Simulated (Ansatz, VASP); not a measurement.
# Cross-check of Te (Tellurium) between VASP and Ansatz

Aim: how closely do two programs agree when they are given the same cell, functional and k mesh? The cell is taken from a series of runs on this material, whose earlier steps may have relaxed, scaled, displaced or heated it; both programs get it as it stands.

Program: Ansatz 0.2.0. Level of theory: plane waves, with VASP 6.6.1 beside it; relaxation of cell and atoms at PBEsol. Results are calculated unless marked as measured.

### Step 1. The starting structure

The structure is trigonal, space group P3_121 (No. 152). The conventional cell has a = 4.320 Å, b = 4.320 Å, c = 5.952 Å, α = 90.00°, β = 90.00°, γ = 120.00°. Nearest to Te lie 2 Te at 2.91 Å.

### Step 2. Ansatz: relaxation of cell and atoms, PBEsol

Ansatz runs on its default PAW (the set named soft_2) files.

The relaxed volume is the usual yardstick between codes: in a stiff, nearly cubic crystal its relative difference is about their pressure difference at one cell divided by the bulk modulus.

The input, input.yaml:

```yaml
crystal:
  lattice:
    - [4.319600178, 0.0, 0.0]
    - [-2.159800089, 3.7408834883, 0.0]
    - [0.0, 0.0, 5.9519436838]
  atoms:
    - { symbol: Te, position: [0.2838702873, 0.0, 0.3333333333] }
    - { symbol: Te, position: [0.0, 0.2838702873, 0.6666666667] }
    - { symbol: Te, position: [0.7161297127, 0.7161297127, 0.0] }
kpoints:
  mp_grid: { grid: [15, 15, 8] }
hamiltonian:
  xc: pbesol
scf:
  occupations: { method: gaussian, width: 0.1 }
output:
  forces: true
  stress: true
  eigenvalues: true
  write_density: true
  write_potential: true
  elf: true
  volumetric_format: npy
relax:
  adjacent_minimum: "off"
  f_tol: 0.005
  max_steps: 80
  cell: { stress_tol: 0.05 }
```

Run with:

```bash
$ ansatz run input.yaml --threads 4 --pin off --max-ram 14336MiB --backend cpu --events-out ev --progress --plain --runs-dir out
```

Numbers of over 12 decimals in the logs are rounded to 6 here.

What it wrote:

```text
Engine: ansatz 0.2.0, aarch64-unknown-linux-gnu
Pseudopotentials: kind: paw
Pseudopotential: Te, paw, valence charge 16, recommended cutoff 420 eV (normal), Te.paw.azcp
Functional definition: PBEsol
  exchange = pbesol_x
  correlation = pbesol_c
Crystal: 3 atoms, lattice volume = 96.178 Å³
Basis set: ecut = 420 eV, 1897 PW (Γ), exchange–correlation on 60×60×80 points (8 copies of the dense FFT grid, shifted against one another)
Bands: 29, of which v1, the nominal top of the filled ones, is band 24 counted from 1 (23 counted from 0)
Symmetry: 6 space group operations
Space group: P3121 (ITA 152), of the structure as read, at distance tolerance 4.6e-5 Å
k-points: 192 of 1800 (time reversal used)
Non-local potential: Te, projectors of the file, l = 0: 2, l = 1: 2, l = 2: 2, l = 3: 2
PAW form: soft (Blöchl's): semilocal exchange-correlation on the pseudo side does not see the compensation charge
PAW frozen core: Te, regenerated for the run's functional, and the local potential with it (the file was generated under x = pbe(κ = 0.804, μ = 0.219515), c = pbe(β = 0.066725))
PAW one-centre angular grid: Te, 590 points (default); XC on 64 Gauss nodes
Initial density: superposition of atomic densities (neutral atoms: chi_scale 0, normalization atom), corrected by the library's trained network
Initial wavefunctions: pseudopotential atomic-orbital guess
Functional: x = pbesol(κ = 0.804, μ = 0.123457), c = pbesol(β = 0.046)
SCF iter   1: F=—  HF=-20704.542116 eV  |F-HF|=—  |Δ(HF+E_count)|=         —  Δρ=1.98e-3  dr2=2.37e-3  ethr=1.77e-3  ⟨swp⟩=7.0  Hψ=25070  notcnv=0
preconditioner: auto → Resta (q_TF=auto, 2.430 Å⁻¹)  ε∞=4.4  [insulator: Δε(μ)=0.224 eV  Ē_g=8.699 eV  σ=0.100 eV  W_gap=0.62  n_scr=22 (ndim 8)  ℏωp=16.1 eV  f_vac=0.016  D(μ)=0.04/eV (n_scr^D=0)  ε∞_Penn≈4.4]
SCF iter   2: F=—  HF=-20704.538611 eV  |F-HF|=—  |Δ(HF+E_count)|=   3.50e-3  Δρ=1.09e-3  dr2=7.02e-4  ethr=4.94e-6  ⟨swp⟩=2.9  Hψ=11464  notcnv=0
SCF iter   3: F=—  HF=-20704.538688 eV  |F-HF|=—  |Δ(HF+E_count)|=   7.73e-5  Δρ=2.60e-4  dr2=6.03e-5  ethr=1.46e-6  ⟨swp⟩=2.0  Hψ=10032  notcnv=0
SCF iter   4: F=—  HF=-20704.538664 eV  |F-HF|=—  |Δ(HF+E_count)|=   2.40e-5  Δρ=1.23e-4  dr2=1.70e-5  ethr=1.26e-7  ⟨swp⟩=2.0  Hψ=10026  notcnv=0
SCF iter   5: F=—  HF=-20704.538674 eV  |F-HF|=—  |Δ(HF+E_count)|=   9.82e-6  Δρ=2.67e-5  dr2=1.04e-6  ethr=3.55e-8  ⟨swp⟩=2.1  Hψ=6579  notcnv=0
SCF iter   6: F=-20704.538675 eV  HF=-20704.538675 eV  |F-HF|=2.26e-8  |Δ(HF+E_count)|=   4.72e-7  Δρ=6.16e-6  dr2=4.34e-8  ethr=2.08e-10  ⟨swp⟩=11.1  Hψ=43943  notcnv=0
SCF 1 converged in 6 iterations: F = -20704.538675 eV  dr2 = 4.34e-8
  greatest PAW one-centre occupation: 0.998 electrons in one spin orbital (limit 2), on the Te atom at site 0 (counted from 0), in its partial waves of l = 2
relax step   1: F+E_penalty+E_count = -20704.53867463 eV  Δ(F+E_penalty+E_count) = +0.000e0 eV  max|allowed force component| = 2.852e-3 eV/Å  Δτ_max = 0.0000 Å  P = -0.009 GPa  Ω = 96.178 Å³  (6 SCF iters, dr2 threshold 1.00e-7 eV, accepted)
Initial density: handed on by an earlier stage of this run
Initial wavefunctions: pseudopotential atomic-orbital guess (no wavefunctions were taken with the density)
iter 1 solved again at ethr=1.85e-7 eV; its pass at ethr=3.10e-3 eV (dr2=8.87e-5 eV) is discarded
SCF iter   1: F=—  HF=-20704.538676 eV  |F-HF|=—  |Δ(HF+E_count)|=         —  Δρ=6.08e-6  dr2=4.24e-8  ethr=1.85e-7  ⟨swp⟩=3.3  Hψ=39191  notcnv=0
eigensolver tolerance schedule: the retry pair's looser diagonalisation over-reported the residual by 2088.31 of it (diagonalisation noise at 0.14 of the residual, at the tolerance the schedule requests for it); recorded, not acted on — ethr = c·dr2/N_el stays at c = 1.0e-1
preconditioner: auto → Resta (q_TF=auto, 2.430 Å⁻¹)  ε∞=4.4  [insulator: Δε(μ)=0.229 eV  Ē_g=8.699 eV  σ=0.100 eV  W_gap=0.64  n_scr=22 (ndim 8)  ℏωp=16.1 eV  f_vac=0.011  D(μ)=0.04/eV (n_scr^D=0)  ε∞_Penn≈4.4]
SCF iter   2: F=—  HF=-20704.538675 eV  |F-HF|=—  |Δ(HF+E_count)|=   1.02e-6  Δρ=3.58e-6  dr2=1.67e-8  ethr=8.84e-11  ⟨swp⟩=3.0  Hψ=11140  notcnv=0
SCF iter   3: F=—  HF=-20704.538675 eV  |F-HF|=—  |Δ(HF+E_count)|=   1.84e-8  Δρ=1.22e-6  dr2=2.15e-9  ethr=3.47e-11  ⟨swp⟩=2.6  Hψ=8934  notcnv=0
SCF iter   4: F=—  HF=-20704.538675 eV  |F-HF|=—  |Δ(HF+E_count)|=   1.93e-9  Δρ=2.93e-7  dr2=1.08e-10  ethr=4.48e-12  ⟨swp⟩=2.6  Hψ=8947  notcnv=0
SCF iter   5: F=-20704.538675 eV  HF=-20704.538675 eV  |F-HF|=0.00e0  |Δ(HF+E_count)|=  1.02e-10  Δρ=6.32e-8  dr2=2.18e-12  ethr=1.00e-12  ⟨swp⟩=7.9  Hψ=26596  notcnv=0
SCF 2 converged in 5 iterations: F = -20704.538675 eV  dr2 = 2.18e-12
relax step   2: F+E_penalty+E_count = -20704.53867465 eV  Δ(F+E_penalty+E_count) = -1.259e-8 eV  max|allowed force component| = 2.831e-3 eV/Å  Δτ_max = 0.0000 Å  P = -0.009 GPa  Ω = 96.178 Å³  stress off target by 1.86e-2 GPa  SCF on the basis re-selected at this cell (its energy is not comparable with the rows above)  (5 SCF iters)
basis re-selected at this cell: Δ(F+E_penalty+E_count) = -1.259e-8 eV, ΔP = +0.000 GPa vs the last step (what re-selecting the basis moved, of the pressure what is left beyond the Pulay correction that the steps carried, after the strain that the cell walked since its last selection, with what the two solves' SCF thresholds leave and, on support functions, any second-order correction that the steps lacked; it is no m [...]
SCF converged after 5 iterations
Free energy (F): -20704.538675 eV
Harris-Foulkes:  -20704.538675 eV  (|F-HF|=0.00e0)
Internal energy: -20704.538482 eV  (E = F + TS)
E sigma→0 (E₀):  -20704.538578 eV
Entropy (-TS):   -0.000193 eV (-0.064 meV/atom)
Fermi energy:    9.581978 eV
--- Per-component energies (eV) ---
  E_band       = -765.991712
  E_kinetic    = 542.059255
  E_local      = -3631.875093  (includes V_loc(G=0)·N_el)
  E_nonlocal   = -924.192803
  E_hartree    = 2349.685591
  E_xc         = -370.326185
  E_vxc        = -312.646797  (∫ρ·V_xc dr)
  E_paw        = -13752.869591  (= ΣΔE_a)
  E_vpaw       = -1138.706860  (= ΣTr[D̂ρ^β])
  E_aug_tail   = -0.000629  (compensation charges beyond the density's cutoff)
  E_ewald      = -4918.143472
  E_core_change = 1.124446  (= ΣΔE_core)
  E_smearing   = -0.000193  (= −TS)
  E_closure    = -0.000000  (closes the sum)
  Σ components = -20704.538675   (vs F -20704.538675, Δ=0.00e0)
--- Forces (eV/Å), atoms counted from 1 ---
  atom   1  Te     0.00283077     0.00000000     0.00000000
  atom   2  Te    -0.00141538     0.00245152     0.00000000
  atom   3  Te    -0.00141538    -0.00245152     0.00000000
  max |Σ_I F_I| component: 4.63e-18 eV/Å
--- Stress (GPa, compression-positive) ---
       -0.018618       0.000000       0.000000
        0.000000      -0.018618       0.000000
        0.000000       0.000000       0.010198
  P = ⅓ Tr σ = -0.0090 GPa (-0.090 kbar)
--- Band table (eV; the first three rows and the last of 192) ---
  k-point 0: bands = [... 20 lower, 6.9218, 7.7547, 7.7547, 8.4043, 10.5347, 10.5347, 11.2050, 14.3674, ... 1 higher]
  k-point 1: bands = [... 20 lower, 7.0609, 7.8180, 7.9152, 8.4294, 10.3951, 10.4245, 11.0324, 13.9343, ... 1 higher]
  k-point 2: bands = [... 20 lower, 7.0343, 7.9916, 8.2273, 8.5029, 10.0973, 10.1600, 10.6240, 13.5466, ... 1 higher]
  k-point 191: bands = [... 20 lower, 4.1105, 8.6557, 9.5436, 9.5436, 9.5567, 10.4760, 10.4760, 15.5362, ... 1 higher]
--- Relaxed structure (1 steps of the walk, 1 accepted, 1 SCFs on fresh bases) ---
  F+E_penalty+E_count = -20704.53867465 eV   max|allowed force component| = 2.831e-3 eV/Å   (the final SCF, on the basis selected at the relaxed cell)
  cell:  # Å, volume = 96.1782 Å³
    - [4.319600, 0.0, 0.0]
    - [-2.159800, 3.740883, 0.0]
    - [0.0, 0.0, 5.9519436838]
  atoms:
    - { symbol: Te, position: [0.283870, 0.0, 0.333333] }
    - { symbol: Te, position: [0.0, 0.283870, 0.666667] }
    - { symbol: Te, position: [0.716130, 0.716130, 0.0] }
```

Reading the cycles: dr2 is the Hartree energy of the density residual (eV), the measure of convergence; HF is the Harris–Foulkes estimate of the energy, which meets the free energy F at convergence.

### Step 3. VASP: relaxation of cell and atoms, PBEsol

The same cell, functional, mesh and smearing now go to VASP, with its own data sets.

Lines of VASP's logs that name or quote its potential files are left out, and so is its time.

The input, INCAR:

```
SYSTEM = Te
PREC = Accurate
ENCUT = 500
EDIFF = 1E-07
NELM = 120
ISMEAR = 0
SIGMA = 0.1
LREAL = .FALSE.
ALGO = Normal
GGA = PS
NBANDS = 15
LORBIT = 11
LWAVE = .FALSE.
LCHARG = .FALSE.
ISIF = 3
IBRION = 2
NSW = 80
EDIFFG = -0.005
LASPH = .TRUE.
GGA_COMPAT = .FALSE.
NELMIN = 4
```

The input, POSCAR:

```
Te
1.0
    4.3196000000      0.0000000000      0.0000000000
   -2.1598000000      3.7408830000      0.0000000000
    0.0000000000      0.0000000000      5.9519440000
Te
3
Direct
    0.2838702658      0.0000000000      0.3333332773
    0.0000000733      0.2838704124      0.6666665547
    0.7161297946      0.7161298549      0.0000000000
```

The input, KPOINTS:

```
Automatic mesh
0
Gamma
15 15 8
0 0 0
```

The projector-augmented-wave data sets are Te (PBE family, release 64).

Run with:

```bash
$ mpirun -np 1 vasp_std
```

What it wrote:

```text
[banner, memory and clock lines left out]
running    1 mpi-ranks, on    1 nodes
 distrk:  each k-point on    1 cores,    1 groups
 distr:  one band on    1 cores,    1 groups

 POSCAR found type information on POSCAR Te
 POSCAR found :  1 types and       3 ions
|                                                                             |
|               ----> ADVICE to this user running VASP <----                  |
|                                                                             |
|     You enforced a specific xc type in the INCAR file but a different       |
|     [... a line on the potential file left out ...]
|     I HOPE YOU KNOW WHAT YOU ARE DOING!                                     |
|                                                                             |

 LDA part: xc-table for (Slater+PW92), standard interpolation
 POSCAR, INCAR and KPOINTS ok, starting setup
 FFT: planning ... GRIDC
 FFT: planning ... GRID_SOFT
 FFT: planning ... GRID
 WAVECAR not read
 entering main loop
       N       E                     dE             d eps       ncg     rms          rms(c)
DAV:   1     0.707897018083E+02    0.70790E+02   -0.64405E+03  5760   0.936E+02
DAV:   2    -0.602310268045E+01   -0.76813E+02   -0.73086E+02  7758   0.139E+02
DAV:   3    -0.105279784224E+02   -0.45049E+01   -0.44837E+01  6866   0.383E+01
DAV:   4    -0.106037817374E+02   -0.75803E-01   -0.75792E-01  8335   0.584E+00
DAV:   5    -0.106049679887E+02   -0.11863E-02   -0.11862E-02  7540   0.641E-01    0.136E+01
DAV:   6    -0.105877563231E+02    0.17212E-01   -0.12068E-02  7195   0.664E-01    0.845E+00
DAV:   7    -0.105819369559E+02    0.58194E-02   -0.25252E-02  6656   0.948E-01    0.246E-01
DAV:   8    -0.105815383089E+02    0.39865E-03   -0.42962E-03  6481   0.376E-01    0.117E-01
DAV:   9    -0.105815523052E+02   -0.13996E-04   -0.11548E-04  8261   0.739E-02    0.784E-02
DAV:  10    -0.105815535038E+02   -0.11987E-05   -0.11563E-05  7381   0.220E-02    0.912E-03
DAV:  11    -0.105815519493E+02    0.15546E-05   -0.40187E-06  7104   0.119E-02    0.346E-03
DAV:  12    -0.105815520648E+02   -0.11551E-06   -0.35140E-07  7671   0.356E-03    0.165E-03
DAV:  13    -0.105815520709E+02   -0.61091E-08   -0.43249E-08  5008   0.135E-03
   1 F= -.10581552E+02 E0= -.10581454E+02  d E =-.105816E+02
[...]
2 F= -.10581606E+02 E0= -.10581507E+02  d E =-.539232E-04
[...]
3 F= -.10581613E+02 E0= -.10581514E+02  d E =-.607705E-04
[...]
4 F= -.10581651E+02 E0= -.10581552E+02  d E =-.381055E-04
 ZBRENT: can't locate minimum, use default step
 trial-energy change:   -0.000038  1 .order   -0.000039   -0.000042   -0.000036
 step:   3.8090(harm=  6.2642)  dis= 0.00300  next Energy=   -10.581752 (dE=-0.139E-03)
 bond charge predicted
       N       E                     dE             d eps       ncg     rms          rms(c)
DAV:   1    -0.105818102859E+02   -0.15926E-03   -0.12891E-02  5844   0.579E-01    0.702E-02
DAV:   2    -0.105817658252E+02    0.44461E-04   -0.57724E-04  7265   0.137E-01    0.394E-02
DAV:   3    -0.105817227450E+02    0.43080E-04   -0.56758E-05  7069   0.377E-02    0.178E-02
DAV:   4    -0.105817164848E+02    0.62602E-05   -0.12251E-05  7188   0.163E-02    0.303E-02
DAV:   5    -0.105817162250E+02    0.25982E-06   -0.47349E-07  6796   0.444E-03    0.100E-02
DAV:   6    -0.105817158426E+02    0.38242E-06   -0.78398E-07  6810   0.404E-03    0.275E-03
DAV:   7    -0.105817158739E+02   -0.31343E-07   -0.25496E-08  3440   0.106E-03
   5 F= -.10581716E+02 E0= -.10581617E+02  d E =-.103032E-03
 curvature:  -3.19 expect dE=-0.135E-04 dE for cont linesearch -0.568E-05
 trial: gam=-0.14317 g(F)=  0.244E-05 g(S)=  0.179E-05 ort = 0.101E-04 (trialstep = 0.152E+01)
 search vector abs. value=  0.251E-05
 reached required accuracy - stopping structural energy minimisation
```

OUTCAR, selected parts (step 3):

```text
ion  position               nearest neighbor table
   1  0.284  0.000  0.333-   3 2.91   2 2.91   2 3.35   3 3.35   2 3.35   3 3.35
   2  0.000  0.284  0.667-   1 2.91   3 2.91   1 3.35   1 3.35   3 3.35   3 3.35
   3  0.716  0.716  0.000-   1 2.91   2 2.91   1 3.35   1 3.35   2 3.35   2 3.35

  LATTYP: Found a hexagonal cell.
 ALAT       =     4.3196000000
 C/A-ratio  =     1.3778923974

 Subroutine GETGRP returns: Found  6 space group operations
 (whereof  2 operations were pure point group operations)

The static configuration has the point symmetry C_2 .
 The point group associated with its full space group is D_3 .

 Found    192 irreducible k-points:

   k-points           NKPTS =    192   k-points in BZ     NKDIM =    192   number of bands    NBANDS=     15

   dimension x,y,z NGX =    32 NGY =   32 NGZ =   48
   dimension x,y,z NGXF=    64 NGYF=   64 NGZF=   96

   ENCUT  =  500.0 eV  36.75 Ry    6.06 a.u.   7.88  7.88 10.85*2*pi/ulx,y,z

   NELECT =      18.0000    total number of electrons

 k-points in reciprocal lattice and weights: Automatic mesh
   0.00000000  0.00000000  0.00000000       0.001
   0.06666667  0.00000000  0.00000000       0.003
   0.13333333 -0.00000000  0.00000000       0.003
   0.20000000  0.00000000  0.00000000       0.003
   0.26666667 -0.00000000  0.00000000       0.003
   0.33333333 -0.00000000  0.00000000       0.003
   0.40000000 -0.00000000  0.00000000       0.003
   0.46666667 -0.00000000  0.00000000       0.003
   0.06666667  0.06666667  0.00000000       0.003
[...]
0.33333333  0.26666667  0.50000000       0.007
   0.33333333  0.33333333  0.50000000       0.001

 average (electrostatic) potential at core
       1 -88.2572       2 -88.2572       3 -88.2572

 E-fermi :   6.6098

 k-point     1 :       0.0000    0.0000    0.0000
  band No.  band energies     occupation
    ...
      5       3.9762      2.00000
      6       3.9762      2.00000
      7       4.7869      2.00000
      8       4.7869      2.00000
      9       5.4307      2.00000
     10       7.5654      0.00000
     11       7.5654      0.00000
     12       8.2504      0.00000
     13      11.3627      0.00000
     14      11.3627      0.00000
    ...

 k-point     2 :       0.0667    0.0000    0.0000
  band No.  band energies     occupation
    ...
      5       3.6799      2.00000
      6       3.8189      2.00000
      7       4.9925      2.00000
      8       5.1693      2.00000
      9       5.6508      2.00000
     10       7.3695      0.00000
     11       7.5194      0.00000
     12       8.1418      0.00000
     13      11.2532      0.00000
     14      11.3365      0.00000
    ...

 k-point     3 :       0.1333   -0.0000    0.0000
  band No.  band energies     occupation
    ...
      5       3.2388      2.00000
      6       3.5410      2.00000
      7       5.3202      2.00000
      8       5.5040      2.00000
      9       6.0474      2.00000
     10       7.0848      0.00000
     11       7.4059      0.00000
     12       7.9617      0.00000
     13      10.8336      0.00000
     14      11.3588      0.00000
    ...

  Total       -0.0029608     -0.0029608     -0.0096952      0.0000000      0.0000000      0.0000000
  in kB       -0.0493574     -0.0493574     -0.1616247      0.0000000      0.0000000      0.0000000
  external PRESSURE =      -0.0867798 kB  Pullay stress =       0.0000000 kB

  energy-cutoff  :      500.00
  volume of cell :       96.11
      direct lattice vectors                 reciprocal lattice vectors
     4.314604176 -0.000000000 -0.000000000     0.231770971  0.133813045  0.000000000
    -2.157302088  3.736556490  0.000000000     0.000000000  0.267626089  0.000000000
    -0.000000000  0.000000000  5.961414096     0.000000000  0.000000000  0.167745435

 POSITION                                       TOTAL-FORCE (eV/Angst)
 -----------------------------------------------------------------------------------
      1.22851     -0.00000      1.98714         0.004102     -0.000000      0.000000
     -0.61425      1.06392      3.97428        -0.002051      0.003552     -0.000000
      1.54305      2.67264     -0.00000        -0.002051     -0.003552      0.000000
 -----------------------------------------------------------------------------------
    total drift:                               -0.000023     -0.000021      0.000318

  FREE ENERGIE OF THE ION-ELECTRON SYSTEM (eV)
  ---------------------------------------------------
  free  energy   TOTEN  =       -10.5817158739 eV

  energy  without entropy=      -10.5815190529  energy(sigma->0) =      -10.58161746

 reached required accuracy - stopping structural energy minimisation

 total charge
# of ion       s       p       d       tot
------------------------------------------
    1        1.439   1.797   0.047   3.283
    2        1.439   1.797   0.047   3.283
    3        1.439   1.797   0.047   3.283
--------------------------------------------------
tot          4.316   5.392   0.140   9.848

[... 3 further parts left out ...]
```

The run keeps the 6 symmetry operations of its start, so it cannot find a distortion of lower symmetry.

### Step 4. Side by side

Known differences besides the potentials themselves: the data sets hold 48 valence electrons in Ansatz (on its default PAW (the set named soft_2) files) and 18 in VASP; the cutoff is 420 eV in Ansatz and 500 eV in VASP; Ansatz makes its cores anew for this functional, VASP keeps those of its PBE data sets; Ansatz adds a Pulay correction to the stress that steers its cell, VASP none. Total energies have different zeros and are not compared.

The two programs side by side:

| quantity | Ansatz | VASP | difference |
| --- | --- | --- | --- |
| volume (Å³) | 96.18 | 96.11 | +0.07 % |
| edge a after relaxation, in the typed setting (Å) | 4.320 | 4.315 | +0.12 % |
| edge c after relaxation, in the typed setting (Å) | 5.952 | 5.961 | -0.16 % |

### Step 5. Results

| Item | Value |
| --- | --- |
| difference in edge c after relaxation, in the typed setting (relaxation of cell and atoms, PBEsol) | -0.16 % |

What this shows: The difference in edge c after relaxation, in the typed setting is -0.16 % (relaxation of cell and atoms, PBEsol), within the 1.2 % picked in this series as the mark of a large difference, as far as the stopping tolerances let one tell. The data sets hold unlike numbers of valence electrons (48 in Ansatz and 18 in VASP), so part of the differences comes from the potentials. How closely two codes agree says nothing of how well the functional describes the real material.

[Lines on the potential files, build, host, timing and source positions are cut from VASP's logs without a mark.]

[Logs are printed without paths, hosts, clocks, repeated set-up lines and the standing remarks that a program may print on its own settings, such as how far it seeks lower states.]

[Hosts, paths, dates, database ids (printed as entryN), source tags and the programs' standing remarks are cut or masked in the printed files.]
